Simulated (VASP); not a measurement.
The system is Mg2TiN2.

```
Mg Ti N
1.0
     3.37582   -3.85131    0.00000
     3.37582    3.85131    0.00000
     0.00000    0.00000    2.91619
Mg Ti N
2 1 2
Direct
  0.35056 0.64944 0.00000
  0.64944 0.35056 0.00000
  0.00000 0.00000 0.00000
  0.00000 0.50000 0.00000
  0.50000 0.00000 0.00000
```

The cell was built by a generator and needn't be a form met in nature.

| Quantity | Value |
| --- | --- |
| Program | VASP 6.6.1 |
| Task | relaxation of cell and atoms |
| Functional | PBE |
| Potentials or basis | VASP PAW PBE potentials, release 64 (Mg, Ti_sv, N) |
| Cutoff | 520 eV |
| k mesh | 3 × 3 × 5 |
| Occupations | gaussian, width 0.15 eV |
| Spin | no spin polarisation |

At the start: pressure 6.3 GPa; volume 15.17 Å³/atom.

Where does the relaxation end?

Over 7 steps the energy falls by 46.0 meV/atom and the volume is 16.65 Å³/atom (+9.8 %); space group Cmmm (No. 65, to 0.05 Å).

The path:
| step | energy change (eV) | largest force (eV/Å) | pressure (GPa) | volume (Å³) |
| --- | --- | --- | --- | --- |
| 1 | 0.0000 | 0.4122 | 6.27 | 75.83 |
| 2 | -0.2200 | 0.0174 | 0.09 | 82.47 |
| 3 | -0.2226 | 0.0489 | -0.47 | 83.36 |
| 4 | -0.2271 | 0.2164 | 0.48 | 82.97 |
| 5 | -0.2277 | 0.1787 | 0.29 | 83.06 |
| 6 | -0.2277 | 0.1680 | 0.23 | 83.09 |
| 7 | -0.2300 | 0.0285 | -0.03 | 83.27 |

Final structure:
```
CELL_PARAMETERS angstrom
3.37516 -4.12011 0.00000
3.37516 4.12011 0.00000
0.00000 0.00000 2.99406
ATOMIC_POSITIONS crystal
Mg 0.34882 0.65118 0.00000
Mg 0.65118 0.34882 0.00000
Ti 0.00000 0.00000 0.00000
N 0.00000 0.50000 0.00000
N 0.50000 0.00000 0.00000
```

Caveat: the k mesh is coarse (spacing up to 0.43 Å⁻¹), so the values aren't converged; the relaxation stopped at a loose force limit of 0.08 eV/Å, so its end isn't a converged minimum.
